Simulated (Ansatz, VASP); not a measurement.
# ZnSe (Stilleite) in two plane-wave programs, part 2 of 2

One calculation is typed for both programs; each brings its own data sets. How far apart do they land? The cell is taken from a series of runs on this material, whose earlier steps may have relaxed, scaled, displaced or heated it; both programs get it as it stands.

VASP 6.6.1 and Ansatz 0.2.0.

So far. Step 2 (VASP: single point, HSE06): The k-mesh is coarse for exact exchange; levels may shift by about 0.1 eV on a finer one.

## 3. Ansatz: single point, HSE06

Level of this step: Ansatz beside VASP: Kohn-Sham DFT, plane waves, HSE06 (Ansatz).

Ansatz runs on its PAW soft_1 files.

The same cell, functional and mesh now go to Ansatz, which takes its cutoff from its data sets.

File input.yaml:

```yaml
crystal:
  lattice:
    - [0.0, 2.8662503, 2.8662503]
    - [2.8662503, 0.0, 2.8662503]
    - [2.8662503, 2.8662503, 0.0]
  atoms:
    - { symbol: Zn, position: [0.0, 0.0, 0.0] }
    - { symbol: Se, position: [0.25, 0.25, 0.25] }
kpoints:
  mp_grid: { grid: [4, 4, 4] }
  band_path:
    path:
      - [0.0, 0.0, 0.0]
      - [-0.5, -0.5, 0.0]
      - [-0.375, -0.375, 0.25]
      - [-0.375, 0.0, 0.375]
      - [0.0, 0.0, 0.5]
      - [-0.5, -0.25, 0.25]
    npoints: 1
hamiltonian:
  xc: hse06
  pseudopotentials: { kind: paw, azcp: { folder: "./paw" } }
scf:
  occupations: { method: fixed }
  n_extra_bands: 4
output:
  eigenvalues: true
  write_density: true
  write_potential: true
  elf: true
  volumetric_format: npy
```

Launch:

```bash
ansatz run input.yaml --threads 3 --pin off --max-ram 92160MiB --backend cuda --events-out ev --progress --plain --runs-dir out --devices 1 --max-vram 13GiB
```

Numbers of over 12 decimals in the logs are rounded to 6 here.

Output:

```text
scf.n_extra_bands = 4 over 14 filled bands (N_el = 28.0): the run solves 18 bands
GPUs: using 1 of 1 available (devices: 1).
Engine: ansatz 0.2.0, x86_64-unknown-linux-gnu
Pseudopotentials: kind: paw
Pseudopotential: Zn, paw, valence charge 12, recommended cutoff 420 eV (normal), <dir>
Pseudopotential: Se, paw, valence charge 16, recommended cutoff 420 eV (normal), <dir>
Functional definition: HSE06
  parameter a = 0.25
  parameter omega = 0.11/bohr
  exchange = pbe_x - a*pbe_x_sr(omega) + a*exact_x_sr(omega)
  correlation = pbe_c
davidson cushion auto → on  (no smearing: the cushion is to keep the highest requested band from converging to the state above it; pin scf.eigensolver.cushion to override)
device memory: the entry about to start is reckoned to put 0.9 GiB on a device that reports 69.1 GiB free (of which the cap on the GPU budget leaves the run 13.0 GiB)
GPU FFT provider: cuFFT
GPU libraries: cuBLAS 13.8.2, cuFFT 12.4.0, cuSOLVER 12.3.4
Crystal: 2 atoms, lattice volume = 47.095 Å³
Basis set: ecut = 420 eV, 941 PW (Γ)
Bands: 18, of which v1, the nominal top of the filled ones, is band 14 counted from 1 (13 counted from 0)
Symmetry: 24 space group operations
Space group: F-43m (ITA 216), of the structure as read, at distance tolerance 3.6e-5 Å
k-points: 8 of 64 (time reversal used)
Non-local potential: Zn, projectors of the file, l = 0: 2, l = 1: 2, l = 2: 3, l = 3: 1
Non-local potential: Se, projectors of the file, l = 0: 2, l = 1: 2, l = 2: 3, l = 3: 1
PAW form: soft (Blöchl's): semilocal exchange-correlation on the pseudo side does not see the compensation charge
PAW frozen core: Zn, regenerated for the run's functional, and the local potential with it (the file was generated under x = pbe(κ = 0.804, μ = 0.219515), c = pbe(β = 0.066725))
PAW frozen core: Se, regenerated for the run's functional, and the local potential with it (the file was generated under x = pbe(κ = 0.804, μ = 0.219515), c = pbe(β = 0.066725))
PAW one-centre angular grid: Zn, 590 points (default); XC on 64 Gauss nodes
PAW one-centre angular grid: Se, 590 points (default); XC on 64 Gauss nodes
Initial density: superposition of atomic densities (chi_scale 0.1, normalization cell, long waves kept (reshape's long-wave potential 0.00 eV rms))
Initial wavefunctions: pseudopotential atomic-orbital guess
GPU buffer pool allocated for 27000 grid points (all kernels)
GPU transforms: local potential and band sums: pruned to the plane-wave sphere, on 27×27×27
Functional: x = pbe(κ = 0.804, μ = 0.219515), c = pbe(β = 0.066725), warm-up for x = pbe(κ = 0.804, μ = 0.219515) + 0.25 (exact − pbe) at short range (hse, ω = 0.207870 Å⁻¹), c = pbe(β = 0.066725); HSE06 as pw.x's `hse` composes it (authors' and Libxc's form: `xc: wpbeh`)
SCF iter   1: F=—  HF=-8789.809736 eV  |F-HF|=—  |Δ(HF+E_count)|=         —  Δρ=6.48e-2  dr2=1.17e0  ethr=1.00e-1  ⟨swp⟩=6.8  Hψ=493  notcnv=0
preconditioner: auto → none  [insulator: Δε(μ)=1.003 eV  Ē_g=12.623 eV  n_scr=14 (ndim 8)  ℏωp=23.0 eV  f_vac=0.072]
SCF iter   2: F=—  HF=-8789.600920 eV  |F-HF|=—  |Δ(HF+E_count)|=   2.09e-1  Δρ=2.86e-2  dr2=2.53e-1  ethr=4.19e-3  ⟨swp⟩=4.0  Hψ=443  notcnv=0
SCF iter   3: F=—  HF=-8789.490957 eV  |F-HF|=—  |Δ(HF+E_count)|=   1.10e-1  Δρ=1.21e-2  dr2=3.73e-2  ethr=9.03e-4  ⟨swp⟩=3.1  Hψ=395  notcnv=0
iter 4 solved again at ethr=5.47e-6 eV; its pass at ethr=1.33e-4 eV (dr2=1.53e-3 eV) is discarded
SCF iter   4: F=—  HF=-8789.486281 eV  |F-HF|=—  |Δ(HF+E_count)|=   4.68e-3  Δρ=2.29e-3  dr2=1.48e-3  ethr=5.47e-6  ⟨swp⟩=4.0  Hψ=793  notcnv=0
SCF iter   5: F=—  HF=-8789.486702 eV  |F-HF|=—  |Δ(HF+E_count)|=   4.22e-4  Δρ=9.94e-4  dr2=2.81e-4  ethr=5.29e-6  ⟨swp⟩=3.4  Hψ=411  notcnv=0
SCF iter   6: F=-8789.486804 eV  HF=-8789.486812 eV  |F-HF|=7.99e-6  |Δ(HF+E_count)|=   1.10e-4  Δρ=6.55e-5  dr2=1.51e-6  ethr=1.00e-6  ⟨swp⟩=3.4  Hψ=402  notcnv=0
SCF 1 stopped early in 6 iterations: F = -8789.486804 eV  dr2 = 1.51e-6
  greatest PAW one-centre occupation: 1.000 electrons in one spin orbital (limit 2), on the Se atom at site 1 (counted from 0), in its partial waves of l = 2
device memory: the entry about to start is reckoned to put 1.6 GiB on a device that reports 69.1 GiB free (of which the cap on the GPU budget leaves the run 13.0 GiB)
GPU FFT provider: cuFFT
GPU libraries: cuBLAS 13.8.2, cuFFT 12.4.0, cuSOLVER 12.3.4
Initial density: handed on by an earlier stage of this run
Initial wavefunctions: those handed on with the density
GPU buffer pool allocated for 27000 grid points (all kernels)
GPU transforms: local potential and band sums: pruned to the plane-wave sphere, on 27×27×27
Functional: x = pbe(κ = 0.804, μ = 0.219515) + 0.25 (exact − pbe) at short range (hse, ω = 0.207870 Å⁻¹), c = pbe(β = 0.066725); HSE06 as pw.x's `hse` composes it (authors' and Libxc's form: `xc: wpbeh`)
Exchange kernel: α = 0.2500, screened, ω = 0.2079 Å⁻¹, Wigner–Seitz truncation, v(0) = 1028.7058 eV·Å³, q-mesh 4×4×4, nearest image of the exchange supercell L = 16.21 Å, pair-density grid 15×15×15, without the augmentation charges, whose exchange is taken in its separable form by FFT convolution over the k-point mesh (sized by the pseudopotential files, 24×24×24 at the most), smooth part of the exact exchange by density-matrix convolution in up to 1.37 GiB of GPU memory as planned if the GPU has room (build and FFT work areas not counted)
Frozen-core exchange: fock
SCF iter   1: F=—  HF=-8791.167647 eV  |F-HF|=—  |Δ(HF+E_count)|=         —  Δρ=2.08e-2  dr2=1.02e-1  ethr=5.41e-8  ⟨swp⟩=8.9  Hψ=991  notcnv=0
preconditioner: auto → none  [insulator: Δε(μ)=2.231 eV  Ē_g=14.249 eV  n_scr=14 (ndim 8)  ℏωp=23.0 eV  f_vac=0.132]
SCF iter   2: F=—  HF=-8791.132384 eV  |F-HF|=—  |Δ(HF+E_count)|=   3.53e-2  Δρ=4.48e-3  dr2=5.67e-3  ethr=5.41e-8  ⟨swp⟩=6.1  Hψ=743  notcnv=0
SCF iter   3: F=—  HF=-8791.143729 eV  |F-HF|=—  |Δ(HF+E_count)|=   1.13e-2  Δρ=3.83e-3  dr2=3.08e-3  ethr=5.41e-8  ⟨swp⟩=5.9  Hψ=703  notcnv=0  defer=2
SCF iter   4: F=—  HF=-8791.143243 eV  |F-HF|=—  |Δ(HF+E_count)|=   4.86e-4  Δρ=8.89e-4  dr2=1.98e-4  ethr=5.41e-8  ⟨swp⟩=4.5  Hψ=604  notcnv=0
SCF iter   5: F=—  HF=-8791.143512 eV  |F-HF|=—  |Δ(HF+E_count)|=   2.69e-4  Δρ=1.82e-4  dr2=3.79e-5  ethr=5.41e-8  ⟨swp⟩=4.1  Hψ=526  notcnv=0
SCF iter   6: F=-8791.143503 eV  HF=-8791.143504 eV  |F-HF|=1.07e-6  |Δ(HF+E_count)|=   7.74e-6  Δρ=5.85e-5  dr2=1.52e-6  ethr=5.41e-8  ⟨swp⟩=4.0  Hψ=394  notcnv=0
SCF 2 stopped early in 6 iterations: F = -8791.143503 eV  dr2 = 1.52e-6
hybrid outer 1: dexx = +1.244e-2 eV, tail = 7.58e-5 eV
GPU FFT provider: cuFFT
GPU libraries: cuBLAS 13.8.2, cuFFT 12.4.0, cuSOLVER 12.3.4
GPU buffer pool allocated for 27000 grid points (all kernels)
GPU transforms: local potential and band sums: pruned to the plane-wave sphere, on 27×27×27
Exchange kernel: α = 0.2500, screened, ω = 0.2079 Å⁻¹, Wigner–Seitz truncation, v(0) = 1028.7058 eV·Å³, q-mesh 4×4×4, nearest image of the exchange supercell L = 16.21 Å, pair-density grid 15×15×15, without the augmentation charges, whose exchange is taken in its separable form by FFT convolution over the k-point mesh (sized by the pseudopotential files, 24×24×24 at the most), smooth part of the exact exchange by density-matrix convolution in up to 1.37 GiB of GPU memory as planned if the GPU has room (build and FFT work areas not counted)
Frozen-core exchange: fock
SCF iter   1: F=—  HF=-8791.143121 eV  |F-HF|=—  |Δ(HF+E_count)|=         —  Δρ=1.42e-4  dr2=5.53e-6  ethr=1.35e-6  ⟨swp⟩=3.0  Hψ=336  notcnv=0
preconditioner: auto → none  [insulator: Δε(μ)=2.280 eV  Ē_g=13.979 eV  n_scr=14 (ndim 8)  ℏωp=23.0 eV  f_vac=0.135]
iter 2 solved again at ethr=7.77e-10 eV; its pass at ethr=1.67e-8 eV (dr2=2.17e-7 eV) is discarded
SCF iter   2: F=—  HF=-8791.143121 eV  |F-HF|=—  |Δ(HF+E_count)|=   1.92e-7  Δρ=2.82e-5  dr2=3.39e-7  ethr=7.77e-10  ⟨swp⟩=2.1  Hψ=854  notcnv=0
SCF iter   3: F=—  HF=-8791.143122 eV  |F-HF|=—  |Δ(HF+E_count)|=   8.11e-7  Δρ=1.30e-5  dr2=1.26e-7  ethr=7.77e-10  ⟨swp⟩=4.0  Hψ=511  notcnv=0
SCF iter   4: F=-8791.143122 eV  HF=-8791.143122 eV  |F-HF|=1.76e-8  |Δ(HF+E_count)|=   4.09e-8  Δρ=8.81e-6  dr2=2.61e-8  ethr=4.19e-10  ⟨swp⟩=3.0  Hψ=357  notcnv=0
SCF 3 converged in 4 iterations: F = -8791.143122 eV  dr2 = 2.61e-8
hybrid outer 2: dexx = +9.249e-7 eV, tail = 1.06e-7 eV, Δε = 6.67e-3 eV (about 3.73e-4 eV left of the loop's levels)
device memory: the entry about to start is reckoned to put 0.3 GiB on a device that reports 63.0 GiB free (of which the cap on the GPU budget leaves the run 13.0 GiB)
NSCF: frozen V_eff on 6 k-points
hybrid SCF converged: 2 outer / 10 inner (+6 warm-up), last move |dexx| = 9.25e-7 eV, tail = 1.06e-7 eV
Stability not checked: this state was not tested for a lower state beside it, because the functional holds exact exchange (a hybrid, or Hartree-Fock), whose exchange loop this test does not read (fock_operator; see scf.lower_state_search)
Free energy (F): -8791.143122 eV
Frozen-core exchange: fock
Harris-Foulkes:  -8791.143122 eV  (|F-HF|=1.76e-8)
Internal energy: -8791.143122 eV  (E = F + TS)
E sigma→0 (E₀):  -8791.143122 eV
Fermi energy:    5.465028 eV
--- Per-component energies (eV) ---
  E_band       = -471.177675
  E_kinetic    = 255.954988
  E_local      = -4903.156178  (includes V_loc(G=0)·N_el)
  E_nonlocal   = 471.679202
  E_hartree    = 2269.632955
  E_xc         = -131.234886
  E_vxc        = -112.983136  (∫ρ·V_xc dr)
  E_exx        = -110.118394  (= α·E_x^exact, valence–valence)
  E_paw        = -3953.332235  (= ΣΔE_a)
  E_vpaw       = -501.695056  (= ΣTr[D̂ρ^β])
  E_aug_tail   = -0.000626  (compensation charges beyond the density's cutoff)
  E_ewald      = -2690.137646
  E_core_change = -0.430302  (= ΣΔE_core)
  E_smearing   = -0.000000  (= −TS)
  E_closure    = -0.000000  (closes the sum)
  Σ components = -8791.143122   (vs F -8791.143122, Δ=-1.82e-12)
--- Band table (eV; the first three rows and the last of 8) ---
  k-point 0: bands = [... 10 lower, -2.4075, 5.4650, 5.4650, 5.4650, 7.7451, 12.4106, 12.4106, 12.4106]
  k-point 1: bands = [... 10 lower, -2.4077, 2.3425, 4.9958, 4.9958, 9.2468, 13.0470, 13.0470, 13.0896]
  k-point 2: bands = [... 10 lower, -2.2352, 0.1622, 4.6034, 4.6034, 9.0511, 12.9556, 12.9556, 15.0912]
  k-point 7: bands = [... 10 lower, -2.0941, 0.7235, 2.6232, 2.8539, 11.8868, 12.1766, 13.5776, 14.2206]
```

## 4. Side by side

Known differences besides the potentials themselves: exact exchange at q = 0 is treated differently, which shows on coarse meshes; VASP keeps PBE cores, Ansatz makes them for the functional; fixed occupations in Ansatz, narrow Gaussian smearing in VASP; the data sets hold 28 valence electrons in Ansatz (on its PAW soft_1 files) and 18 in VASP; the cutoff is 420 eV in Ansatz and 400 eV in VASP; VASP takes a coarser grid for exact exchange (PRECFOCK = Fast). Total energies have different zeros and are not compared.

Both answers:

```
              quantity  Ansatz   VASP  difference
gap on the k mesh (eV)   2.280  2.271      +0.009
```

A gap on the mesh is an upper bound, since the band edges may lie between its points.

## 5. What came out

| Item | Value |
| --- | --- |
| difference in gap on the k mesh (single point, HSE06) | 0.0095 eV |

What this shows: The difference in gap on the k mesh is 0.0095 eV (single point, HSE06), within the 0.08 eV picked in this series as the mark of a large difference. The data sets hold unlike numbers of valence electrons (28 in Ansatz and 18 in VASP), so part of the differences comes from the potentials. Such differences can come from data sets, numerical settings and the points named under the comparisons, not from the functional's error against experiment.

[Lines on the potential files, build, host, timing and source positions are cut from VASP's logs without a mark.]

[Logs are printed without paths, hosts, clocks, repeated set-up lines and the standing remarks that a program may print on its own settings, such as how far it seeks lower states.]

[Hosts, paths, dates, database ids (printed as entryN), source tags and the programs' standing remarks are cut or masked in the printed files.]
